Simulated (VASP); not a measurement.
Input:

```
Os
1.0
    1.35978    -2.35520     0.00000
    1.35978     2.35520     0.00000
    0.00000     0.00000     4.28705
Os
2
Direct
  0.33333   0.66667   0.25000
  0.66667   0.33333   0.75000
```

Computed with LDA (Ceperley-Alder, Perdew-Zunger), VASP's LDA PAW potentials (set 64) (plane waves; VASP). Run with 520 eV cut-off, Gaussian smearing of 0.050 eV, potentials Os.

Unless said otherwise, spin-orbit coupling is left out, though it shifts the bands of the heavy elements here.

### Question
Estimate the band gap (along the path) with the smallest direct gap where there is one.

### Answer

```yaml
band gap (along the path): none (metal, semimetal or under 0.01 eV)
```

Total energies compare only between runs with the same potentials, cut-off and functional.

The compound is Os in the hcp structure. It was relaxed first.
